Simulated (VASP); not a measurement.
Input:

```
CELL_PARAMETERS angstrom
     -1.53760     1.53760     3.78091
      1.53760    -1.53760     3.78091
      1.53760     1.53760    -3.78091
ATOMIC_POSITIONS crystal
  Si 0.66684 0.66684 0.00000
  Si 0.33316 0.33316 0.00000
  W  0.00000 0.00000 0.00000
```

Calculation: LDA (Ceperley-Alder, Perdew-Zunger), VASP's LDA PAW potentials (set 64) (plane waves; VASP 6.6.1). Run with 500 eV cut-off, 14×14×14 Γ-centred mesh, first-order Methfessel-Paxton smearing of 0.10 eV, potentials Si W_sv.

Energy and stress use the plane-wave basis of the starting cell.

Q: The ions, cell shape and volume at an external pressure of 45.0 GPa are relaxed. Which structure does the run end with?

A: 
```
CELL_PARAMETERS angstrom
     -1.51611     1.51611     3.74138
      1.51611    -1.51611     3.74138
      1.51611     1.51611    -3.74138
ATOMIC_POSITIONS crystal
  Si 0.66742 0.66742 0.00000
  Si 0.33258 0.33258 0.00000
  W  0.00000 0.00000 0.00000
```
Space group I4/mmm (139), at a tolerance of 0.03 Å.

Q: How do energy and volume change from the first to the last step?

A: The energy (σ→0) changes by +104.8 meV/atom and the volume by -3.8 %, in 9 ionic steps.

The compound is WSi2 in the MoSi2 type structure. This run relaxes it under an external pressure of 45 GPa. Symmetry was kept, so distortions that lower it aren't found.
